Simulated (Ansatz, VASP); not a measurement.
ZrAgAu in VASP and in Ansatz

```
Zr Ag Au
1.0
    -1.76592    1.76592    4.38956
     1.76592   -1.76592    4.38956
     1.76592    1.76592   -4.38956
Zr Ag Au
1 1 1
Direct
  0.00219 0.00219 0.00000
  0.32870 0.32870 0.00000
  0.66910 0.66910 0.00000
```

Alike in both runs: functional PBEsol; k mesh 8 × 8 × 8; occupations gaussian, width 0.1 eV; no spin polarisation.

Ansatz relaxed the structure, and its values are those at the end. VASP's run is a single point on that final structure, the one shown.

|  | VASP | Ansatz |
| --- | --- | --- |
| version | VASP 6.6.1 | Ansatz 0.2.0 |
| potentials or method | VASP PAW PBE potentials, release 64 (Zr_sv, Ag, Au) | scalar-relativistic, plane waves, PAW |
| plane-wave cutoff (eV) | 520 | 420 |
| valence electrons in the cell | 34 | 50 |

Ansatz gave:

| Quantity | Value |
| --- | --- |
| gap on the k mesh at the Fermi level (eV) | none |
| pressure (GPa) | 0.0 |
| rms of the force components (eV/Å) | 0.003 |

Estimate VASP's values.

gap on the k mesh at the Fermi level (eV): none; pressure (GPa): -0.2; rms of the force components (eV/Å): 0.005.

A gap of «none» marks a metal or a gap that the smearing closes. The functional is the same, so the differences come from potentials, cutoffs and numerics. The two sets of potentials don't hold the same shells in valence.

Caveats: the PAW data sets were made with another functional, which shifts forces and pressure a little (VASP). The runs have no spin-orbit coupling, so splittings on Au are missing.
